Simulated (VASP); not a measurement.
An input for Quantum ESPRESSO's pw.x (written as the equivalent of a VASP run, and not itself run):

```
&CONTROL
  calculation = 'vc-relax'
  pseudo_dir = './pseudo'
  outdir = './out'
  tprnfor = .true.
  tstress = .true.
  nstep = 60
  forc_conv_thr = 0.00039
/
&SYSTEM
  ibrav = 0
  nat = 2
  ntyp = 2
  ecutwfc = 74
  occupations = 'smearing'
  smearing = 'gaussian'
  degauss = 0.003675
  input_dft = 'vdw-df-obk8'
/
&ELECTRONS
  conv_thr = 7.3e-08
  electron_maxstep = 100
/
&IONS
/
&CELL
/
ATOMIC_SPECIES
  K 39.098 K.upf
  I 126.904 I.upf
CELL_PARAMETERS angstrom
     0.0000000    3.5350000    3.5350000
     3.5350000    0.0000000    3.5350000
     3.5350000    3.5350000    0.0000000
ATOMIC_POSITIONS crystal
  K    0.0000000  0.0000000  0.0000000
  I    0.5000000  0.5000000  0.5000000
K_POINTS automatic
  6 6 6 0 0 0
```

**Question.** Write the VASP files for the same calculation (optB88-vdW).

**Answer.** One answer among several that fit: 
**INCAR**
```
SYSTEM = KI
PREC = Accurate
ENCUT = 520
EDIFF = 1E-6
NELM = 100
ALGO = Normal
LREAL = .FALSE.
LASPH = .TRUE.
ISMEAR = 0
SIGMA = 0.05
GGA = BO
PARAM1 = 0.1833333333
PARAM2 = 0.22
LUSE_VDW = .TRUE.
AGGAC = 0.0
LMAXMIX = 4
LWAVE = .FALSE.
LCHARG = .FALSE.
IBRION = 2
ISIF = 3
NSW = 60
EDIFFG = -0.01
```

File KPOINTS:
```
K-points
0
Gamma
6 6 6
```

POSCAR:
```
KI
1.0
  0.0000000000   3.5350000000   3.5350000000
  3.5350000000   0.0000000000   3.5350000000
  3.5350000000   3.5350000000   0.0000000000
K I
1 1
Direct
  0.0000000000   0.0000000000   0.0000000000
  0.5000000000   0.5000000000   0.5000000000
```

POTCAR, in this order: K_sv I (PBE.64 set). Program: vasp_std.

What does not carry over: the potentials are each code's own (VASP's PAW set, PseudoDojo norm-conserving files in pw.x), so ENCUT and ecutwfc are chosen apart and not converted; conv_thr bounds pw.x's estimated SCF error, while EDIFF bounds the energy change between steps; forc_conv_thr acts on force components and is met together with etot_conv_thr.

The compound is KI in the rock salt structure. This run relaxes it. Symmetry was kept, so distortions that lower it aren't found.
